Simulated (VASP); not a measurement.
Input:

```
CELL_PARAMETERS angstrom
      0.00000     3.30729     3.30729
      3.30729     0.00000     3.30729
      3.30729     3.30729     0.00000
ATOMIC_POSITIONS crystal
  Sr 0.00000 0.00000 0.00000
  Te 0.50000 0.50000 0.50000
```

All values below come from PBEsol GGA, VASP's PBE PAW potentials (set 64) (plane waves; VASP 6.6.1). Numerical set-up: 400 eV cut-off, 8×8×8 Γ-centred mesh, tetrahedra with Blöchl corrections, potentials Sr_sv Te.

Problem. The job: SrTe (rock salt), 2 atoms, PBEsol, static run, 400 eV, 8×8×8 Γ-centred mesh. Roughly how much core time does it take on a busy server core?

Solution. About 30 core-seconds (one run on a shared machine, a rough figure). It had 29 irreducible k-points, 12 bands, up to 1363 plane waves and 12 electronic steps.

The compound is SrTe in the rock salt structure. It was relaxed first.
